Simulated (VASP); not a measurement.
# BeGa3 (I4/mmm) in VASP: reference runs

How does BeGa3 come out in PBE? The cell is run as given and disturbed.

Everything below comes from runs of VASP 6.6.1. Logs are shortened: lines on timing, memory, paths and dates and some standing lists are left out, and cuts for length are marked.

### Step 1. The crystal as given

Symmetry: I4/mmm, No. 139, tetragonal system. The conventional cell has a = 4.087 Å, b = 4.087 Å, c = 7.581 Å, α = 90.00°, β = 90.00°, γ = 90.00°. Ga (site symmetry 4/mmm) has 8 Ga at 2.79 Å and 4 Be at 2.89 Å as nearest neighbours. Ga (site symmetry -4m2) is surrounded by 8 Ga at 2.79 to 2.89 Å and 4 Be at 2.79 Å. Be (site symmetry 4/mmm) has 12 Ga at 2.79 to 2.89 Å as nearest neighbours.

The cell comes from a database or a generator and needn't be the stable form of this composition.

### Step 2. Single point, PBE

Contents of INCAR:

```
PREC = Accurate
ENCUT = 520
EDIFF = 1E-7
ISMEAR = -1
SIGMA = 0.05
LREAL = F
LASPH = T
NELM = 60
ALGO = Normal
ISIF = 2
LWAVE = F
LCHARG = F
GGA = PE
NBANDS = 28
```

Contents of KPOINTS:

```
regular mesh
0
Gamma
  9 9 9
```

Contents of POSCAR:

```
BeGa3
1.0
   -2.0436200000      2.0436200000      3.7906850000
    2.0436200000     -2.0436200000      3.7906850000
    2.0436200000      2.0436200000     -3.7906850000
Ga Be
3 1
Direct
    0.5000000000      0.5000000000      0.0000000000
    0.2500000000      0.7500000000      0.5000000000
    0.7500000000      0.2500000000      0.5000000000
    0.0000000000      0.0000000000      0.0000000000
```

Potentials or basis: VASP PAW PBE potentials, release 64 (Ga_d, Be).

Started as:

```
$ cat potpaw_PBE.64/Ga_d/POTCAR potpaw_PBE.64/Be/POTCAR > POTCAR
$ mpirun -np 1 vasp_std > vasp.out
```

OUTCAR:

```text
PREC = Accurate
   ENCUT = 520
   EDIFF = 1E-7
   ISMEAR = -1
   LREAL = F
   LASPH = T
   NELM = 60
   ISIF = 2
   GGA = PE

 ion  position               nearest neighbor table
   1  0.500  0.500  0.000-   2 2.79   3 2.79   2 2.79   3 2.79   2 2.79   3 2.79   2 2.79   3 2.79

   2  0.250  0.750  0.500-   1 2.79   1 2.79   1 2.79   1 2.79   3 2.89   3 2.89   3 2.89   3 2.89

   3  0.750  0.250  0.500-   1 2.79   1 2.79   1 2.79   1 2.79   2 2.89   2 2.89   2 2.89   2 2.89

   4  0.000  0.000  0.000-

  LATTYP: Found a body centered tetragonal cell.
 ALAT       =     4.0872400000
 C/A-ratio  =     1.8548874057

  Lattice vectors:

 A1 = (  -2.0436200000,   2.0436200000,   3.7906850000)
 A2 = (   2.0436200000,  -2.0436200000,   3.7906850000)
 A3 = (   2.0436200000,   2.0436200000,  -3.7906850000)

Analysis of symmetry for initial positions (statically):
=====================================================================
 Subroutine PRICEL returns:
 Original cell was already a primitive cell.

 Routine SETGRP: Setting up the symmetry group for a
 body centered tetragonal supercell.

 Subroutine GETGRP returns: Found 16 space group operations
 (whereof 16 operations were pure point group operations)
 out of a pool of 16 trial point group operations.

The static configuration has the point symmetry D_4h.

Analysis of symmetry for dynamics (positions and initial velocities):
=====================================================================
 Subroutine PRICEL returns:
 Original cell was already a primitive cell.

 Routine SETGRP: Setting up the symmetry group for a
 body centered tetragonal supercell.

 Subroutine GETGRP returns: Found 16 space group operations
 (whereof 16 operations were pure point group operations)
 out of a pool of 16 trial point group operations.

The dynamic configuration has the point symmetry D_4h.

 Subroutine INISYM returns: Found 16 space group operations
 (whereof 16 operations are pure point group operations),
 and found     1 'primitive' translations

----------------------------------------------------------------------------------------

                                     Primitive cell

  volume of cell :      63.3254

  direct lattice vectors                    reciprocal lattice vectors
    -2.043620000  2.043620000  3.790685000     0.000000000  0.244663881  0.131902282
     2.043620000 -2.043620000  3.790685000     0.244663881  0.000000000  0.131902282
     2.043620000  2.043620000 -3.790685000     0.244663881  0.244663881  0.000000000

  length of vectors
     4.766766008  4.766766008  4.766766008     0.277954360  0.277954360  0.346006978

  position of ions in fractional coordinates (direct lattice)
     0.500000000  0.500000000  0.000000000
     0.250000000  0.750000000  0.500000000
     0.750000000  0.250000000  0.500000000
     0.000000000  0.000000000  0.000000000

  ion indices of the primitive-cell ions
   primitive index   ion index
                 1           1
                 2           2
                 3           3
                 4           4

----------------------------------------------------------------------------------------

 KPOINTS: regular mesh

Automatic generation of k-mesh.
 Grid dimensions read from file:
 generate k-points for:    9    9    9

 Generating k-lattice:

  Cartesian coordinates                     Fractional coordinates (reciprocal lattice)
     0.000000000  0.027184876  0.014655809     0.111111111 -0.000000000  0.000000000
     0.027184876  0.000000000  0.014655809    -0.000000000  0.111111111  0.000000000
     0.027184876  0.027184876  0.000000000     0.000000000  0.000000000  0.111111111

  Length of vectors
     0.030883818  0.030883818  0.038445220

  Shift w.r.t. Gamma in fractional coordinates (k-lattice)
     0.000000000  0.000000000  0.000000000

 Subroutine IBZKPT returns following result:
 ===========================================

 Found     75 irreducible k-points:

 Following reciprocal coordinates:
            Coordinates               Weight
  0.000000  0.000000  0.000000      1.000000
  0.111111  0.000000 -0.000000      8.000000
  0.222222  0.000000  0.000000      8.000000
  0.333333  0.000000 -0.000000      8.000000
  0.444444  0.000000  0.000000      8.000000
  0.111111  0.111111 -0.000000      8.000000
[... 16 lines left out ...]
 -0.333333  0.333333  0.000000      4.000000
  0.444444  0.444444 -0.000000      8.000000
 [... further k-points ...]
   k-points           NKPTS =     75   k-points in BZ     NKDIM =     75   number of bands    NBANDS=     28
   number of dos      NEDOS =    301   number of ions     NIONS =      4
   total plane-waves  NPLWV =  46656
   dimension x,y,z NGX =    36 NGY =   36 NGZ =   36
   dimension x,y,z NGXF=    72 NGYF=   72 NGZF=   72
   ions per type =               3   1
   NGX,Y,Z   is equivalent  to a cutoff of  12.56, 12.56, 12.56 a.u.
   NGXF,Y,Z  is equivalent  to a cutoff of  25.11, 25.11, 25.11 a.u.
 SYSTEM =  unknown system
   PREC   = accura    normal or accurate (medium, high low for compatibility)
   ISTART =      0    job   : 0-new  1-cont  2-samecut
   ICHARG =      2    charge: 1-file 2-atom 10-const
   ISPIN  =      1    spin polarized calculation?
   LNONCOLLINEAR =      F non collinear calculations
   LSORBIT =      F    spin-orbit coupling
   LASPH  =      T    aspherical Exc in radial PAW
   ENCUT  =  520.0 eV  38.22 Ry    6.18 a.u.   8.86  8.86  8.86*2*pi/ulx,y,z
   NELM   =     60;   NELMIN=  2; NELMDL= -5     # of ELM steps
   EDIFF  = 0.1E-06   stopping-criterion for ELM
   LREAL  =      F    real-space projection
   EDIFFG = 0.1E-05   stopping-criterion for IOM
   NSW    =      0    number of steps for IOM
   IBRION =     -1    ionic relax: 0-MD 1-quasi-New 2-CG
   NFREE  =      0    steps in history (QN), initial steepest desc. (CG)
   ISIF   =      2    stress and relaxation
   ISYM   =      2    0-nonsym 1-usesym 2-fastsym
   POTIM  = 0.5000    time-step for ionic-motion
   TEBEG  =    0.0;   TEEND  =   0.0 temperature during run
   PSTRESS=    0.0 pullay stress
   NELECT =      41.0000    total number of electrons
   NUPDOWN=      -1.0000    fix difference up-down
   EMIN   =  10.00;   EMAX   =-10.00  energy-range for DOS
   EFERMI =   0.00;   METHOD = LEGACY
   ISMEAR =    -1;   SIGMA  =   0.05  broadening in eV -4-tet -1-fermi 0-gaus
   EFERMI_NEDOS =   21; number of points for ismear=-14 and -15
   IALGO  =     38    algorithm
   IMIX   =      4    mixing-type and parameters
     AMIX     =   0.40;   BMIX     =  1.00
     AMIX_MAG =   1.60;   BMIX_MAG =  1.00
  volume/ion in A,a.u.               =      15.83       106.84
  Fermi-wavevector in a.u.,A,eV,Ry     =   1.416262  2.676346 27.290521  2.005797
  Thomas-Fermi vector in A             =   2.537614
   LORBIT       =      0    0 simple, 1 ext, 2 COOP (PROOUT), +10 PAW based schemes
   GGA     = PE    functional components
   LHFCALC =     F    Hartree Fock is set to
   AEXX    =    0.0000 exact exchange contribution
   IVDW    =     0    specifies the selected vdW correction
   LEPSILON=     F    determine dielectric tensor
   LRPA    =     F    only Hartree local field effects (RPA)
 non-spin polarized calculation
  energy-cutoff  :      520.00
  volume of cell :       63.33
 maximum number of plane-waves:      1726
   NGX = 17   NGY = 17   NGZ = 17

 number of electron      40.9999980 magnetization

 Free energy of the ion-electron system (eV)
  ---------------------------------------------------
  ext. energy  EPLUGINS =         0.00000000
  ---------------------------------------------------
  free energy    TOTEN  =       -11.39638309 eV

  energy without entropy =      -11.38637696  energy(sigma->0) =      -11.39138002

 E-fermi :   6.1302     XC(G=0): -11.1048

 val. band max:        6.1260910870   @ k =   0.0000   0.0000   0.0000
 cond. band min:       6.1662176402   @ k =   0.1111   0.0000  -0.0000
 fundamental gap:      0.0401265532
 Fermi energy:         6.1301529225

 k-point     1 :       0.0000    0.0000    0.0000
  band No.  band energies     occupation
      1      -9.0828      2.00000
      2      -9.0496      2.00000
      3      -8.9862      2.00000
      4      -8.9862      2.00000
      5      -8.9780      2.00000
      6      -8.9055      2.00000
[... 20 lines left out ...]
     27      10.8373      0.00000
     28      10.8373      0.00000

 k-point     2 :       0.1111    0.0000   -0.0000
  band No.  band energies     occupation
      1      -9.0711      2.00000
      2      -9.0448      2.00000
      3      -9.0015      2.00000
      4      -8.9988      2.00000
      5      -8.9537      2.00000
      6      -8.9220      2.00000
[... 20 lines left out ...]
     27      10.1255      0.00000
     28      10.3928      0.00000

 k-point     3 :       0.2222    0.0000    0.0000
  band No.  band energies     occupation
      1      -9.0407      2.00000
      2      -9.0374      2.00000
      3      -9.0237      2.00000
      4      -8.9918      2.00000
      5      -8.9465      2.00000
      6      -8.9067      2.00000
[... 20 lines left out ...]
     27       9.9902      0.00000
     28      11.8166      0.00000

 k-point     4 :       0.3333    0.0000   -0.0000
  band No.  band energies     occupation
      1      -9.0461      2.00000
      2      -9.0362      2.00000
      3      -8.9870      2.00000
      4      -8.9608      2.00000
      5      -8.9482      2.00000
      6      -8.8703      2.00000
[... 578 lines left out ...]
     27      13.9863      0.00000
     28      14.6803      0.00000

 k-point    23 :      -0.3333    0.3333    0.0000
  band No.  band energies     occupation
      1      -9.0193      2.00000
      2      -9.0105      2.00000
      3      -8.9875      2.00000
      4      -8.9516      2.00000
      5      -8.9449      2.00000
      6      -8.9106      2.00000
[... 20 lines left out ...]
     27      13.5154      0.00000
     28      13.8037      0.00000

 k-point    24 :       0.4444    0.4444   -0.0000
  band No.  band energies     occupation
      1      -9.0234      2.00000
      2      -9.0128      2.00000
      3      -8.9983      2.00000
      4      -8.9508      2.00000
      5      -8.9249      2.00000
      6      -8.9153      2.00000
[... 20 lines left out ...]
     27      14.9879      0.00000
     28      15.3809      0.00000

 [... further k-points ...]

------------------------ aborting loop because EDIFF is reached ----------------------------------------

  FORCE on cell =-STRESS in cart. coord.  units (eV):
  Direction    XX          YY          ZZ          XY          YZ          ZX
  --------------------------------------------------------------------------------------
  -------------------------------------------------------------------------------------
  Total       -0.4675553     -0.4675553      0.9473740      0.0000000      0.0000000      0.0000000
  in kB      -11.8294780    -11.8294780     23.9692293      0.0000000      0.0000000      0.0000000
  external PRESSURE =       0.1034244 kB  Pullay stress =       0.0000000 kB

 VOLUME and BASIS-vectors are now :
 -----------------------------------------------------------------------------
  energy-cutoff  :      520.00
  volume of cell :       63.33
      direct lattice vectors                 reciprocal lattice vectors
    -2.043620000  2.043620000  3.790685000     0.000000000  0.244663881  0.131902282
     2.043620000 -2.043620000  3.790685000     0.244663881  0.000000000  0.131902282
     2.043620000  2.043620000 -3.790685000     0.244663881  0.244663881  0.000000000

 POSITION                                       TOTAL-FORCE (eV/Angst)
 -----------------------------------------------------------------------------------
      0.00000      0.00000      3.79068        -0.000000     -0.000000     -0.000000
      2.04362      0.00000      1.89534        -0.000000      0.000000      0.000000
      0.00000      2.04362      1.89534         0.000000     -0.000000      0.000000
      0.00000      0.00000      0.00000        -0.000000     -0.000000     -0.000000
 -----------------------------------------------------------------------------------
    total drift:                               -0.000000      0.000000      0.000000

  FREE ENERGIE OF THE ION-ELECTRON SYSTEM (eV)
  ---------------------------------------------------
  free  energy   TOTEN  =       -11.3963830893 eV

  energy  without entropy=      -11.3863769567  energy(sigma->0) =      -11.39138002
```

Run time: 76 s. Hardware: 1 thread of Intel Xeon 6975P-C (Granite Rapids), shared host; peak memory 0.27 GiB.

Results:

```yaml
Free_energy: -11.3964 eV
Pressure: 0.0 GPa
Band_gap_on_the_k_mesh: none (metal or under the smearing width)
```

Stress tensor (GPa, compression positive):
```
-1.18  0.00  0.00
 0.00 -1.18  0.00
 0.00  0.00  2.40
```

Levels at points of the mesh, in eV from the Fermi level:
| k point | band 19 | band 20 | band 21 | band 22 | band 23 | band 24 |
| --- | --- | --- | --- | --- | --- | --- |
| (0.00, 0.00, 0.00) | -0.67 | -0.26 | -0.26 | 0.00 | 0.00 | 1.22 |

### Step 3. Single point, PBE (atoms moved at random, drawn with an rms of 0.05 Å)

Contents of INCAR:

```
PREC = Accurate
ENCUT = 520
EDIFF = 1E-7
ISMEAR = -1
SIGMA = 0.05
LREAL = False
LASPH = True
NELM = 100
ALGO = Normal
ISIF = 2
LWAVE = False
LCHARG = False
GGA = PE
NBANDS = 28
```

KPOINTS is that of step 2.

Contents of POSCAR:

```
BeGa3
1.0
   -2.0436200000      2.0436200000      3.7906850000
    2.0436200000     -2.0436200000      3.7906850000
    2.0436200000      2.0436200000     -3.7906850000
Ga Be
3 1
Direct
    0.5059440000      0.5059040000      0.0013170000
    0.2587820000      0.7543240000      0.5118840000
    0.7400610000      0.2462330000      0.4991530000
   -0.0065940000     -0.0075780000     -0.0059270000
```

Potentials or basis: VASP PAW PBE potentials, release 64 (Ga_d, Be).

Started as:

```
$ cat potpaw_PBE.64/Ga_d/POTCAR potpaw_PBE.64/Be/POTCAR > POTCAR
$ mpirun -np 1 vasp_std > vasp.out
```

Run time: 6 min. Hardware: 1 thread of Intel Xeon 6975P-C (Granite Rapids), shared host; peak memory 0.6 GiB.

Results (log left out):

```
Free energy            : -11.3813 eV
Pressure               : 0.1 GPa
Largest force          : 0.330 eV/Å
Band gap on the k mesh : none (metal or under the smearing width)
```

Forces in eV/Å, atoms in the order of the input:
```
Ga   0.018  0.027 -0.328
Ga  -0.015 -0.145  0.106
Ga   0.001  0.118  0.227
Be  -0.004  0.001 -0.004
```

Stress tensor (GPa, compression positive):
```
-0.77  0.01  0.01
 0.01 -1.33 -0.35
 0.01 -0.35  2.46
```

Levels at points of the mesh, in eV from the Fermi level:
| k point | band 17 | band 18 | band 19 | band 20 | band 21 | band 22 | band 23 | band 24 | band 25 | band 26 |
| --- | --- | --- | --- | --- | --- | --- | --- | --- | --- | --- |
| (0.00, 0.00, 0.00) | -1.94 | -0.82 | -0.68 | -0.31 | -0.29 | 0.03 | 0.04 | 1.19 | 1.34 | 1.79 |
